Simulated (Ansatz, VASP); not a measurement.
# AlN: VASP beside Ansatz, part 3 of 3

Wanted: the spread between two codes on one cell, functional and k mesh. The cell is taken from a series of runs on this material, whose earlier steps may have relaxed, scaled, displaced or heated it; both programs get it as it stands.

VASP 6.6.1 and Ansatz 0.2.0.

So far: The starting structure; VASP: zone-centre phonons, LDA, pair 1; Ansatz: zone-centre phonons, LDA, pair 1.

### 4. Comparison

Known differences besides the potentials themselves: the two LDA forms differ slightly; fixed occupations in Ansatz, narrow Gaussian smearing in VASP; VASP's response is taken on the typed mesh, Ansatz refines its own for the field response alone; the cutoff is 420 eV in Ansatz and 600 eV in VASP; VASP's log shows a relativistic correction to its local exchange, Ansatz's none. Total energies have different zeros and are not compared.

Both answers:

```
                                     quantity  Ansatz   VASP  difference
                                        ε∞ xx    4.50   4.50     +0.03 %
                                        ε∞ yy    4.50   4.50     +0.03 %
                                        ε∞ zz    4.67   4.67     +0.06 %
 Born charge of N1 (mean of the diagonal) (e)   -2.60  -2.59       -0.01
Born charge of Al3 (mean of the diagonal) (e)    2.60   2.59       +0.01
                   optical mode 1 to 2 (cm⁻¹)   251.2  250.8     +0.15 %
                        optical mode 3 (cm⁻¹)   521.9  523.6     -0.33 %
                        optical mode 4 (cm⁻¹)   581.4  586.9     -0.93 %
                   optical mode 5 to 6 (cm⁻¹)   619.1  625.2     -0.98 %
                   optical mode 7 to 8 (cm⁻¹)   630.1  635.4     -0.83 %
                        optical mode 9 (cm⁻¹)   708.6  713.1     -0.63 %
```

Modes are paired by rising frequency, not by their patterns, so a pair may set unlike modes beside each other; they are those without the splitting of longitudinal modes.

### 5. VASP: zone-centre phonons, LDA, pair 2

Second derivatives magnify differences that forces hide, and they need a tight electronic threshold. The cell compared in this pair holds 42.92 Å³, against 42.45 Å³ for the pair before.

Input file INCAR:

```
SYSTEM = AlN
PREC = Accurate
ENCUT = 600
EDIFF = 1E-08
NELM = 120
ISMEAR = 0
SIGMA = 0.01
LREAL = .FALSE.
ALGO = Normal
GGA = CA
NBANDS = 14
LORBIT = 11
LWAVE = .FALSE.
LCHARG = .FALSE.
ISIF = 2
IBRION = 8
LEPSILON = .TRUE.
LASPH = .TRUE.
GGA_COMPAT = .FALSE.
EFERMI = MIDGAP
KPAR = 2
```

Input file POSCAR:

```
AlN
1.0
    3.2121673661      0.0000000000      0.0000000000
   -1.6060836830      2.7818185402      0.0000000000
    0.0000000000      0.0000000000      4.8029363733
N Al
2 2
Direct
    0.3333333333      0.6666666667      0.3875985197
    0.6666666667      0.3333333333      0.8875985197
    0.3333333333      0.6666666667      0.9924014803
    0.6666666667      0.3333333333      0.4924014803
```

Input file KPOINTS:

```
Automatic mesh
0
Gamma
9 9 6
0 0 0
```

Potentials, in the order of the species: N and Al (LDA family, release 64).

On the command line:

```sh
mpirun -np 2 vasp_std
```

Numbers of over 12 decimals in the logs are rounded to 6 here.

Output:

```text
[... set-up lines as in an earlier step ...]
 entering main loop
       N       E                     dE             d eps       ncg     rms          rms(c)
DAV:   1     0.475012437904E+02    0.47501E+02   -0.80455E+03  1344   0.114E+03
DAV:   2    -0.336084709531E+02   -0.81110E+02   -0.74362E+02  1946   0.203E+02
DAV:   3    -0.375686947337E+02   -0.39602E+01   -0.39410E+01  1794   0.464E+01
DAV:   4    -0.375952176144E+02   -0.26523E-01   -0.26517E-01  1500   0.452E+00
[...]
DAV:  12    -0.326776808505E+02    0.31521E-06   -0.35820E-06  1656   0.149E-02    0.726E-03
DAV:  13    -0.326776805895E+02    0.26106E-06   -0.10079E-06  1692   0.779E-03    0.126E-03
DAV:  14    -0.326776805892E+02    0.28217E-09   -0.34086E-08  1608   0.151E-03
   1 F= -.32677681E+02 E0= -.32677681E+02  d E =0.000000E+00
 Linear response reoptimize wavefunctions to high precision
DAV:   1    -0.326776805891E+02    0.13631E-09   -0.12352E-08  1710   0.854E-04
DAV:   2    -0.326776805891E+02   -0.83901E-10   -0.19019E-10   990   0.115E-04
 Linear response G [H, r] |phi>, progress :
  Direction:   1
[...]
RMM:  10    -0.577817610216E-02    0.17727E-08   -0.48453E-08 12629   0.114E-05    0.706E-07
 first order change of Fermi-energy  -0.41432E-05
 force on displaced ion       3 direction 1 : -13.788  -0.000  -0.000
 Born effective charge ion    3 direction 1 :   2.525   0.000   0.000
 Linear response progress:
  Degree of freedom:   4/  4
       N       E                     dE             d eps       ncg     rms          rms(c)
RMM:   1    -0.164029379954E-01   -0.16403E-01    0.10248E-02  4838   0.120E+00
RMM:   2    -0.109594474226E-01    0.54435E-02   -0.21092E-03  2805   0.322E-01    0.114E-01
RMM:   3    -0.105770206669E-01    0.38243E-03   -0.33829E-04  2877   0.146E-01    0.497E-02
RMM:   4    -0.105411011560E-01    0.35920E-04   -0.91384E-05  3085   0.343E-02    0.273E-02
[...]
RMM:  10    -0.105030950983E-01    0.44770E-08   -0.10689E-07  3326   0.373E-05    0.957E-06
RMM:  11    -0.105030985329E-01   -0.34346E-08   -0.14422E-07  3339   0.189E-05    0.137E-06
RMM:  12    -0.105030951412E-01    0.33918E-08   -0.19253E-08  2978   0.122E-05    0.568E-07
 first order change of Fermi-energy  -0.89204E+00
 force on displaced ion       3 direction 3 :  -0.000   0.000 -18.644
 Born effective charge ion    3 direction 3 :   0.000  -0.000   2.751
 Born effective charges drift removed
 Linear response finished
```

From OUTCAR (step 5):

```text
 POSITION                                       TOTAL-FORCE (eV/Angst)
 -----------------------------------------------------------------------------------
     -0.00000      1.85455      1.86161        -0.000000      0.000000      0.012184
      1.60608      0.92727      4.26308         0.000000     -0.000000      0.012184
     -0.00000      1.85455      4.76644         0.000000     -0.000000     -0.012184
      1.60608      0.92727      2.36497        -0.000000      0.000000     -0.012184
 -----------------------------------------------------------------------------------
    total drift:                                0.000000     -0.000000     -0.000223

 MACROSCOPIC STATIC DIELECTRIC TENSOR (including local field effects in DFT)
 ------------------------------------------------------
           4.533977     0.000000    -0.000000
           0.000000     4.533977     0.000000
           0.000000     0.000000     4.703716
 ------------------------------------------------------

 MACROSCOPIC STATIC DIELECTRIC TENSOR IONIC CONTRIBUTION
 ------------------------------------------------------
           4.136350     0.000000    -0.000000
           0.000000     4.136350    -0.000000
          -0.000000    -0.000000     5.720043
 ------------------------------------------------------

[... 1 part as in an earlier step ...]
```

### 6. Ansatz: zone-centre phonons, LDA, pair 2

The same cell, functional (in two slightly different forms) and mesh now go to Ansatz, which takes its cutoff from its data sets.

The cell is taken from a series of runs on this material, whose earlier steps may have relaxed, scaled, displaced or heated it; both programs get it as it stands.

Input file input.yaml:

```yaml
crystal:
  lattice:
    - [3.2121673661, 0.0, 0.0]
    - [-1.606083683, 2.7818185402, 0.0]
    - [0.0, 0.0, 4.8029363733]
  atoms:
    - { symbol: "N", position: [0.3333333333, 0.6666666667, 0.3875985197] }
    - { symbol: "N", position: [0.6666666667, 0.3333333333, 0.8875985197] }
    - { symbol: Al, position: [0.3333333333, 0.6666666667, -0.0075985197] }
    - { symbol: Al, position: [0.6666666667, 0.3333333333, 0.4924014803] }
kpoints:
  mp_grid: { grid: [9, 9, 6] }
hamiltonian:
  xc: lda
  pseudopotentials: { kind: paw, azcp: { folder: soft_1 }, xc_functional: pbe }
scf:
  occupations: { method: fixed }
output:
  eigenvalues: true
phonons:
  method: dfpt
  dielectric: true
  rigid_motions: translations
```

On the command line:

```sh
ansatz run input.yaml --threads 8 --pin off --max-ram 16384MiB --backend cpu --events-out ev --progress --plain --runs-dir out
```

Output:

```text
[...]
Crystal: 4 atoms, lattice volume = 42.917 Å³
Basis set: ecut = 420 eV, 869 PW (Γ), exchange–correlation on 48×48×72 points (8 copies of the dense FFT grid, shifted against one another)
Bands: 12, of which v1, the nominal top of the filled ones, is band 8 counted from 1 (7 counted from 0)
Symmetry: 12 space group operations
k-points: 140 of 486 (irreducible under 2 space group operations, time reversal used)
[...]
optical modes at Γ + LO–TO along q̂ = [1.0000, 0.0000, 0.0000]:
      ω (cm⁻¹)  modes    IR ((D/Å)²/amu)
[...]
optical modes at Γ + LO–TO along q̂ = [0.0000, 1.0000, 0.0000]:
      ω (cm⁻¹)  modes    IR ((D/Å)²/amu)
[...]
optical modes at Γ + LO–TO along q̂ = [0.0000, 0.0000, 1.0000]:
      ω (cm⁻¹)  modes    IR ((D/Å)²/amu)
[...]
603.68      2             0.0000
        614.16      2            64.5992
        702.53      1             0.0000
        852.53      1            38.2439
[key lines of the parts left out:]
SCF converged after 9 iterations
Free energy (F): -1779.539555 eV
Fermi energy:    6.954621 eV
```

### 7. Differences

Compared:

```
                                     quantity  Ansatz   VASP  difference
                                        ε∞ xx    4.54   4.53     +0.04 %
                                        ε∞ yy    4.54   4.53     +0.04 %
                                        ε∞ zz    4.71   4.70     +0.05 %
 Born charge of N1 (mean of the diagonal) (e)   -2.62  -2.60       -0.01
Born charge of Al3 (mean of the diagonal) (e)    2.62   2.60       +0.01
                   optical mode 1 to 2 (cm⁻¹)   255.0  254.6     +0.14 %
                        optical mode 3 (cm⁻¹)   510.9  512.7     -0.34 %
                        optical mode 4 (cm⁻¹)   568.3  573.7     -0.95 %
                   optical mode 5 to 6 (cm⁻¹)   603.7  609.8     -1.00 %
                   optical mode 7 to 8 (cm⁻¹)   614.2  619.4     -0.84 %
                        optical mode 9 (cm⁻¹)   702.5  707.0     -0.63 %
```

Modes are paired by rising frequency, not by their patterns, so a pair may set unlike modes beside each other; they are those without the splitting of longitudinal modes.

### 8. Outcome

- r.m.s. difference of the optical zone-centre modes, each program's sorted by frequency (zone-centre phonons, LDA, pair 1): 4.5 cm⁻¹
- difference in optical mode 5 to 6 (zone-centre phonons, LDA, pair 1): -1.0 %
- r.m.s. difference of the optical zone-centre modes, each program's sorted by frequency (zone-centre phonons, LDA, pair 2): 4.5 cm⁻¹
- difference in optical mode 5 to 6 (zone-centre phonons, LDA, pair 2): -1.0 %

In words: The r.m.s. difference of the optical zone-centre modes, each program's sorted by frequency is 4.5 cm⁻¹ (zone-centre phonons, LDA, pair 1). Among the rows given in per cent, the largest difference of the zone-centre phonons, LDA, pair 1 pair is in optical mode 5 to 6, -1.0 %. Among the rows given in per cent, the largest difference of the zone-centre phonons, LDA, pair 2 pair is in optical mode 5 to 6, -1.0 %. How closely two codes agree says nothing of how well the functional describes the real material.

[Lines on the potential files, build, host, timing and source positions are cut from VASP's logs without a mark.]

[Logs are printed without paths, hosts, clocks, repeated set-up lines and the standing remarks that a program may print on its own settings, such as how far it seeks lower states.]

[Hosts, paths, dates, database ids (printed as entryN), source tags and the programs' standing remarks are cut or masked in the printed files.]
